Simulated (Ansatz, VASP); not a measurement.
**Si2P4W (WSi2P4 monolayer) in two plane-wave programs**

One calculation is typed for both programs; each brings its own data sets. How far apart do they land? The structure shown is the start of the Ansatz relaxation below; VASP solves that cell, so the two are compared at the walk's first step.

Program: Ansatz 0.2.0. Level of theory: plane waves, with VASP 6.6.1 beside it; single point at PBE with D3(BJ). Results are calculated unless marked as measured.

### Step 1. The structure

The cell holds 7 atoms: 4 P, 2 Si and 1 W. Its edges and angles: a = 3.480 Å, b = 3.480 Å, c = 48.011 Å, α = 90.0°, β = 90.0°, γ = 120.0°. Vacuum lies along c.

### Step 2. Ansatz: relaxation, PBE with D3(BJ)

Ansatz runs on its default PAW (the set named soft_2) files.

The two programs are compared at the cell with which this relaxation starts, whose forces are those of its first step.

Input file input.yaml:

```yaml
crystal:
  lattice:
    - [3.48, 0.0, 0.0]
    - [-1.74, 3.0137684052, 0.0]
    - [0.0, 0.0, 48.0110506883]
  atoms:
    - { symbol: P, position: [0.0, 0.0, 0.4113636281] }
    - { symbol: Si, position: [0.3333333333, 0.6666666667, 0.4247863241] }
    - { symbol: P, position: [0.3333333333, 0.6666666667, 0.4687345395] }
    - { symbol: W, position: [0.0, 0.0, 0.5] }
    - { symbol: P, position: [0.3333333333, 0.6666666667, 0.5312654605] }
    - { symbol: Si, position: [0.3333333333, 0.6666666667, 0.5752136759] }
    - { symbol: P, position: [0.0, 0.0, 0.5886363719] }
  periodic: [true, true, false]
kpoints:
  mp_grid: { grid: [12, 12, 1] }
hamiltonian:
  xc: pbe
  dispersion: d3bj
scf:
  occupations: { method: fermi_dirac, width: 0.05 }
  convergence: { dr2_threshold: 1.0e-09 }
relax:
  f_tol: 0.004
  max_steps: 90
  cell: {}
output:
  write_potential: true
  write_density: true
  volumetric_format: npy
```

Launch:

```sh
> ansatz run input.yaml --threads 4 --pin off --max-ram 12288MiB --backend cpu --events-out ev --progress --plain --runs-dir out
```

Numbers of over 12 decimals in the logs are rounded to 6 here.

The log of the run:

```text
Warning: relax.cell: scf.convergence.dr2_threshold = 1e-9 eV is looser than the 2.04284727656e-10 eV advised for a relaxation that steers and ends on the stress (1e-10 eV for each atom of the cell: 7, times the square of relax.cell.stress_2d_tol = 0.05 N/m over 18.5 Å (the atoms' height at the walk's start and 5 Å past either face), 2.701e-2 GPa, over a crystal's default 0.05). What an SCF threshold leaves in a stress goes as its square root, and in the free energy as the threshold itself, and one threshold admits the most on a small cell: [figures from the program's tests cut] Set scf.convergence.dr2_threshold to 2.04284727656e-10 eV or tighter. [rest of the remark cut]
Engine: ansatz 0.2.0, aarch64-unknown-linux-gnu
Pseudopotentials: kind: paw
Pseudopotential: P, paw, valence charge 5, recommended cutoff 420 eV (normal), P.paw.azcp
Pseudopotential: Si, paw, valence charge 4, recommended cutoff 420 eV (normal), Si.paw.azcp
Pseudopotential: W, paw, valence charge 14, recommended cutoff 420 eV (normal), W.paw.azcp
Functional definition: PBE
  parameter kappa = 0.804
  parameter beta = 0.066725
  exchange = pbe_x(kappa = kappa, mu = beta*pi^2/3)
  correlation = pbe_c(beta = beta)
Crystal: 7 atoms, lattice volume = 503.536 Å³
Basis set: ecut = 420 eV, 9839 PW (Γ), exchange–correlation on 48×48×648 points (8 copies of the dense FFT grid, shifted against one another)
Bands: 28, of which v1, the nominal top of the filled ones, is band 21 counted from 1 (20 counted from 0)
Symmetry: 12 space group operations
Space group: P-6m2 (ITA 187), of the structure as read, at distance tolerance 8.0e-5 Å
k-points: 19 of 144 (time reversal used)
Non-local potential: P, projectors of the file, l = 0: 2, l = 1: 2, l = 2: 2
Non-local potential: Si, projectors of the file, l = 0: 2, l = 1: 2, l = 2: 2
Non-local potential: W, projectors of the file, l = 0: 3, l = 1: 2, l = 2: 2, l = 3: 1
PAW form: soft (Blöchl's): semilocal exchange-correlation on the pseudo side does not see the compensation charge
PAW one-centre angular grid: P, 110 points (default); XC on 64 Gauss nodes
PAW one-centre angular grid: Si, 110 points (default); XC on 64 Gauss nodes
PAW one-centre angular grid: W, 590 points (default); XC on 64 Gauss nodes
Initial density: superposition of atomic densities (neutral atoms: chi_scale 0, normalization atom), corrected by the library's trained network
Initial wavefunctions: pseudopotential atomic-orbital guess
Functional: x = pbe(κ = 0.804, μ = 0.219515), c = pbe(β = 0.066725)
SCF iter   1: F=—  HF=-14681.806924 eV  |F-HF|=—  |Δ(HF+E_count)|=         —  Δρ=3.88e-3  dr2=9.94e-1  ethr=1.77e-3  ⟨swp⟩=16.8  Hψ=5118  notcnv=0
preconditioner: auto → Resta (q_TF=auto, 1.803 Å⁻¹)  ε∞=2.4  [insulator: Δε(μ)=0.542 eV  Ē_g=8.279 eV  σ=0.050 eV  W_gap=0.99  n_scr=26 (ndim 8)  ℏωp=9.6 eV  f_vac=0.733  D(μ)=0.01/eV (n_scr^D=0)  ε∞_Penn≈2.4  vacuum switching on, ρ_ref=5.0e-3 e/Å³]
SCF iter   2: F=—  HF=-14681.978854 eV  |F-HF|=—  |Δ(HF+E_count)|=   1.72e-1  Δρ=8.73e-3  dr2=4.03e0  ethr=1.77e-3  ⟨swp⟩=4.8  Hψ=1143  notcnv=0  defer=29  recentre
preconditioner: auto → LDOS  [metal: Δε(μ)=0.083 eV  Ē_g=8.333 eV  σ=0.050 eV  W_gap=0.37  n_scr=26 (ndim 8)  ℏωp=9.6 eV  f_vac=0.733  D(μ)=1.76/eV (n_scr^D=12)  β→1.0]
SCF iter   3: F=—  HF=-14681.717858 eV  |F-HF|=—  |Δ(HF+E_count)|=   2.61e-1  Δρ=1.55e-3  dr2=1.62e-1  ethr=1.77e-3  ⟨swp⟩=3.9  Hψ=990  notcnv=0  defer=23
SCF iter   4: F=—  HF=-14681.703472 eV  |F-HF|=—  |Δ(HF+E_count)|=   1.44e-2  Δρ=4.88e-4  dr2=8.02e-3  ethr=3.85e-4  ⟨swp⟩=3.2  Hψ=861  notcnv=0  defer=32
SCF iter   5: F=—  HF=-14681.704221 eV  |F-HF|=—  |Δ(HF+E_count)|=   7.49e-4  Δρ=1.81e-4  dr2=4.46e-4  ethr=1.91e-5  ⟨swp⟩=3.3  Hψ=1079  notcnv=0  defer=32
SCF iter   6: F=—  HF=-14681.704278 eV  |F-HF|=—  |Δ(HF+E_count)|=   5.71e-5  Δρ=1.14e-4  dr2=3.65e-4  ethr=1.06e-6  ⟨swp⟩=3.1  Hψ=1175  notcnv=0  defer=32
SCF iter   7: F=—  HF=-14681.704225 eV  |F-HF|=—  |Δ(HF+E_count)|=   5.28e-5  Δρ=5.41e-5  dr2=5.27e-5  ethr=8.68e-7  ⟨swp⟩=2.8  Hψ=786  notcnv=0  defer=32
SCF iter   8: F=—  HF=-14681.704152 eV  |F-HF|=—  |Δ(HF+E_count)|=   7.29e-5  Δρ=2.25e-5  dr2=4.84e-6  ethr=1.25e-7  ⟨swp⟩=3.1  Hψ=1081  notcnv=0  defer=32
SCF iter   9: F=—  HF=-14681.704151 eV  |F-HF|=—  |Δ(HF+E_count)|=   1.69e-6  Δρ=6.24e-6  dr2=6.12e-7  ethr=1.15e-8  ⟨swp⟩=3.3  Hψ=1131  notcnv=0  defer=32
[...]
SCF iter   2: F=—  HF=-14683.563408 eV  |F-HF|=—  |Δ(HF+E_count)|=   2.21e-5  Δρ=2.37e-5  dr2=1.56e-5  ethr=3.04e-8  ⟨swp⟩=2.3  Hψ=795  notcnv=0
[...]
SCF iter   4: F=—  HF=-14683.563527 eV  |F-HF|=—  |Δ(HF+E_count)|=   1.25e-4  Δρ=5.30e-6  dr2=2.88e-7  ethr=5.93e-9  ⟨swp⟩=2.5  Hψ=872  notcnv=0
SCF iter   5: F=—  HF=-14683.563527 eV  |F-HF|=—  |Δ(HF+E_count)|=   1.61e-8  Δρ=1.35e-6  dr2=1.51e-8  ethr=6.86e-10  ⟨swp⟩=3.1  Hψ=994  notcnv=0
SCF iter   6: F=—  HF=-14683.563527 eV  |F-HF|=—  |Δ(HF+E_count)|=  4.73e-11  Δρ=3.99e-7  dr2=2.06e-9  ethr=3.59e-11  ⟨swp⟩=3.3  Hψ=1133  notcnv=0
SCF iter   7: F=-14683.563527 eV  HF=-14683.563527 eV  |F-HF|=8.91e-11  |Δ(HF+E_count)|=  3.46e-11  Δρ=1.30e-7  dr2=1.41e-10  ethr=2.38e-12  ⟨swp⟩=12.2  Hψ=4397  notcnv=0
SCF 6 converged in 7 iterations: F = -14683.563527 eV  dr2 = 1.41e-10
relax step   6: F+E_penalty+E_count = -14683.56352743 eV  Δ(F+E_penalty+E_count) = -1.074e-5 eV  max|allowed force component| = 3.025e-3 eV/Å  Δτ_max = 0.0012 Å  P = +0.008 N/m  Ω = 486.404 Å³  energy of the carried Pulay correction = +7.755e-4 eV  fix = [c, alpha, beta]  reactions: c +0.000 N/m  (7 SCF iters, accepted)
Initial wavefunctions: pseudopotential atomic-orbital guess (no wavefunctions were taken with the density)
iter 1 solved again at ethr=1.50e-7 eV; its pass at ethr=3.10e-3 eV (dr2=6.30e-5 eV) is discarded
SCF iter   1: F=—  HF=-14683.562929 eV  |F-HF|=—  |Δ(HF+E_count)|=         —  Δρ=2.06e-5  dr2=2.74e-7  ethr=1.50e-7  ⟨swp⟩=7.0  Hψ=8017  notcnv=0
SCF iter   2: F=—  HF=-14683.562914 eV  |F-HF|=—  |Δ(HF+E_count)|=   1.53e-5  Δρ=1.06e-5  dr2=7.80e-8  ethr=6.52e-10  ⟨swp⟩=3.8  Hψ=1461  notcnv=0
SCF iter   3: F=—  HF=-14683.562914 eV  |F-HF|=—  |Δ(HF+E_count)|=   1.93e-7  Δρ=2.43e-6  dr2=1.23e-7  ethr=1.86e-10  ⟨swp⟩=2.8  Hψ=1041  notcnv=0
SCF iter   4: F=—  HF=-14683.562914 eV  |F-HF|=—  |Δ(HF+E_count)|=   1.05e-8  Δρ=8.87e-7  dr2=1.17e-8  ethr=1.86e-10  ⟨swp⟩=2.8  Hψ=916  notcnv=0
SCF iter   5: F=-14683.562914 eV  HF=-14683.562914 eV  |F-HF|=4.07e-10  |Δ(HF+E_count)|=  3.89e-10  Δρ=4.13e-7  dr2=4.66e-10  ethr=2.38e-12  ⟨swp⟩=16.0  Hψ=5497  notcnv=0
SCF 7 converged in 5 iterations: F = -14683.562914 eV  dr2 = 4.66e-10
relax step   7: F+E_penalty+E_count = -14683.56291385 eV  Δ(F+E_penalty+E_count) = +6.136e-4 eV  max|allowed force component| = 2.887e-3 eV/Å  Δτ_max = 0.0000 Å  P = -0.003 N/m  Ω = 486.404 Å³  fix = [c, alpha, beta]  reactions: c -0.000 N/m  stress off target by 2.93e-3 N/m on what of the cell is left free  SCF on the basis re-selected at this cell (its energy is not comparable with the rows above)  (5 SCF iters)
basis re-selected at this cell: Δ(F+E_penalty+E_count) = +6.136e-4 eV, ΔP = -0.011 N/m vs the last step (what re-selecting the basis moved, of the pressure what is left beyond the Pulay correction that the steps carried, after the strain that the cell walked since its last selection, with what the two solves' SCF thresholds leave and, on support functions, any second-order correction that the steps lacked; it is no m [...]
WARN: The output density's exchange-correlation potential varies sharply where the density is thin. Do not read a vacuum level from v_tot or v_xc, or from such a field of the output density. On a cell that repeats whose density bears no net charge and no dipole along the vacuum's axis use v_es (v_loc + v_h of the components); under efield.dipole_correction with no amplitude use v_es + v_field, which holds any externa [...]
SCF converged after 5 iterations
Free energy (F): -14683.562914 eV
Harris-Foulkes:  -14683.562914 eV  (|F-HF|=4.07e-10)
Internal energy: -14683.562911 eV  (E = F + TS)
E sigma→0 (E₀):  -14683.562912 eV
Entropy (-TS):   -0.000003 eV (-0.000 meV/atom)
Fermi energy:    -4.778882 eV
--- Per-component energies (eV) ---
  E_band       = -778.215971
  E_kinetic    = 819.789259
  E_local      = -137666.202550  (includes V_loc(G=0)·N_el)
  E_nonlocal   = 188.302145
  E_hartree    = 68309.873052
  E_xc         = -626.223969
  E_vxc        = -579.154997  (∫ρ·V_xc dr)
  E_paw        = -11865.913470  (= ΣΔE_a)
  E_vpaw       = -160.693680  (= ΣTr[D̂ρ^β])
  E_aug_tail   = -0.000030  (compensation charges beyond the density's cutoff)
  E_ewald      = 66159.328933
  E_disp       = -2.516280  (pairwise vdW)
  E_smearing   = -0.000003  (= −TS)
  E_closure    = 0.000000  (closes the sum)
  Σ components = -14683.562914   (vs F -14683.562914, Δ=0.00e0)
--- Forces (eV/Å), atoms counted from 1 ---
  atom   1  P      0.00000000    -0.00000000    -0.00119107
  atom   2  Si     0.00000000     0.00000000    -0.00174828
  atom   3  P      0.00000000    -0.00000000     0.00288701
  atom   4  W      0.00000000    -0.00000000     0.00000000
  atom   5  P      0.00000000    -0.00000000    -0.00288701
  atom   6  Si     0.00000000     0.00000000     0.00174828
  atom   7  P     -0.00000000    -0.00000000     0.00119107
  max |Σ_I F_I| component: 1.32e-15 eV/Å
--- 2D stress c σ (N/m, compression-positive) ---
       -0.002926       0.000000       0.000000
       -0.000000      -0.002926       0.000000
        0.000000       0.000000      -0.000000
  P = ½ c Tr σ = -0.0029 N/m
--- Band table (eV; the first three rows and the last of 19) ---
  k-point 0: bands = [... 17 lower, -6.0785, -5.9972, -5.9972, -5.5861, -2.5094, -2.5094, -2.2439, -2.2439, ... 3 higher]
  k-point 1: bands = [... 17 lower, -6.2837, -6.2388, -6.1861, -5.5725, -2.7246, -2.5704, -2.2933, -2.1834, ... 3 higher]
  k-point 2: bands = [... 17 lower, -6.7246, -6.6026, -6.3913, -5.7409, -3.1288, -3.0432, -2.3082, -2.0303, ... 3 higher]
  k-point 18: bands = [... 17 lower, -8.1866, -7.0107, -6.2853, -5.2456, -4.3094, -3.7538, -3.5870, -2.8241, ... 3 higher]
  the weakly bound empty levels are not read free of the cell's end (no_gap_told)
--- Relaxed structure (6 steps of the walk, 6 accepted, 1 SCFs on fresh bases) ---
  F+E_penalty+E_count = -14683.56291385 eV   max|allowed force component| = 2.887e-3 eV/Å   (the final SCF, on the basis selected at the relaxed cell)
  cell:  # Å, volume = 486.4043 Å³
    - [3.420289, 0, 0]
    - [-1.710144, 2.962057, 0]
    - [0, 0, 48.0110506883]
  atoms:
    - { symbol: P, position: [1.3012525004490134e-17, -5.135725556199063e-17, 0.401810] }
    - { symbol: Si, position: [0.333333, 0.666667, 0.423498] }
    - { symbol: P, position: [0.333333, 0.666667, 0.470098] }
    - { symbol: W, position: [1.0573552618554932e-17, -5.135725556199063e-17, 0.500000] }
    - { symbol: P, position: [0.333333, 0.666667, 0.529902] }
    - { symbol: Si, position: [0.333333, 0.666667, 0.576502] }
    - { symbol: P, position: [8.134580232619902e-18, -5.135725556199063e-17, 0.598190] }
```

In the SCF lines HF is the Harris–Foulkes energy and dr2 the Hartree energy of the density residual, in eV; the loop may stop once dr2 is under the threshold and the program's other checks hold. Hψ counts applications of the Hamiltonian.

[end of part 1 of 2]

[Lines on the potential files, build, host, timing and source positions are cut from VASP's logs without a mark.]

[Logs are printed without paths, hosts, clocks, repeated set-up lines and the standing remarks that a program may print on its own settings, such as how far it seeks lower states.]

[Hosts, paths, dates, database ids (printed as entryN), source tags and the programs' standing remarks are cut or masked in the printed files.]
